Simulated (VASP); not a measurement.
Here is the system:

```xyz
2
Lattice="0.0000 2.1050 2.1050 2.1050 0.0000 2.1050 2.1050 2.1050 0.0000" Properties=species:S:1:pos:R:3 pbc="T T T"
Mg     0.0000     0.0000     0.0000
O      2.1050     2.1050     2.1050
```

The numbers are results of G0W0 on PBE orbitals, VASP's PBE PAW potentials (set 64) (plane waves; VASP), not measurements. Settings: PREC = Normal, 500 eV cut-off, 4×4×4 Γ-centred mesh, Gaussian smearing of 0.010 eV, potentials Mg_sv_GW O_GW_new.

The mesh is coarse and the basis finite, so the quasiparticle values are not converged.

NBANDS = 160, ENCUTGW = 200 eV, NOMEGA = 64. The PBE levels (eV) that the step starts from are:

| state | KS energy | filling |
|---|---|---|
| k1 (0.00, 0.00, 0.00), band 5 | -12.84 | 2 |
| k1 (0.00, 0.00, 0.00), band 6 | 4.42 | 2 |
| k1 (0.00, 0.00, 0.00), band 7 | 4.42 | 2 |
| k1 (0.00, 0.00, 0.00), band 8 | 4.42 | 2 |
| k1 (0.00, 0.00, 0.00), band 9 | 9.16 | 0 |
| k1 (0.00, 0.00, 0.00), band 10 | 20.22 | 0 |
| k1 (0.00, 0.00, 0.00), band 11 | 20.22 | 0 |
| k1 (0.00, 0.00, 0.00), band 12 | 20.22 | 0 |
| k7 (0.50, 0.50, 0.00), band 5 | -11.30 | 2 |
| k7 (0.50, 0.50, 0.00), band 6 | 0.35 | 2 |
| k7 (0.50, 0.50, 0.00), band 7 | 3.07 | 2 |
| k7 (0.50, 0.50, 0.00), band 8 | 3.07 | 2 |
| k7 (0.50, 0.50, 0.00), band 9 | 13.53 | 0 |
| k7 (0.50, 0.50, 0.00), band 10 | 14.41 | 0 |
| k7 (0.50, 0.50, 0.00), band 11 | 17.54 | 0 |
| k7 (0.50, 0.50, 0.00), band 12 | 23.44 | 0 |

Task: Give the quasiparticle energies and renormalisation factors Z.

Result: 
| state | QP energy (eV) | Z |
|---|---|---|
| k1 (0.00, 0.00, 0.00), band 5 | -15.37 | 0.74 |
| k1 (0.00, 0.00, 0.00), band 6 | 2.83 | 0.78 |
| k1 (0.00, 0.00, 0.00), band 7 | 2.83 | 0.78 |
| k1 (0.00, 0.00, 0.00), band 8 | 2.83 | 0.78 |
| k1 (0.00, 0.00, 0.00), band 9 | 10.18 | 0.83 |
| k1 (0.00, 0.00, 0.00), band 10 | 21.23 | 0.83 |
| k1 (0.00, 0.00, 0.00), band 11 | 21.23 | 0.83 |
| k1 (0.00, 0.00, 0.00), band 12 | 21.23 | 0.83 |
| k7 (0.50, 0.50, 0.00), band 5 | -13.77 | 0.75 |
| k7 (0.50, 0.50, 0.00), band 6 | -1.69 | 0.77 |
| k7 (0.50, 0.50, 0.00), band 7 | 1.30 | 0.78 |
| k7 (0.50, 0.50, 0.00), band 8 | 1.30 | 0.78 |
| k7 (0.50, 0.50, 0.00), band 9 | 14.29 | 0.85 |
| k7 (0.50, 0.50, 0.00), band 10 | 15.55 | 0.84 |
| k7 (0.50, 0.50, 0.00), band 11 | 19.12 | 0.79 |
| k7 (0.50, 0.50, 0.00), band 12 | 24.99 | 0.79 |
On the mesh the gap opens from 4.74 to 7.34 eV.

The compound is MgO in the rock salt structure. The cell was not relaxed at this level. The k-mesh is coarse (spacing up to 0.65 per Å, 2π included), so the numbers may not be converged in it.
